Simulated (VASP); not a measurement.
Data:

```xyz
2
Lattice="0.0000 2.9350 2.9350 2.9350 0.0000 2.9350 2.9350 2.9350 0.0000" Properties=species:S:1:pos:R:3 pbc="T T T"
In     0.0000     0.0000     0.0000
P      1.4675     1.4675     1.4675
```

The numbers are results of PBE GGA, VASP's PBE PAW potentials (set 64) (plane waves; VASP), not measurements. Settings: 400 eV cut-off, 7×7×7 Γ-centred mesh, Gaussian smearing of 0.050 eV, potentials In_d P.

Task: Give the stress tensor in GPa (positive for a compressed cell).

Result: 
```
2.92  0.00  0.00
0.00  2.92  0.00
0.00  0.00  2.92
```
The pressure is its mean diagonal, 2.92 GPa.

The compound is InP in the zinc blende structure. The cell was not relaxed at this level.
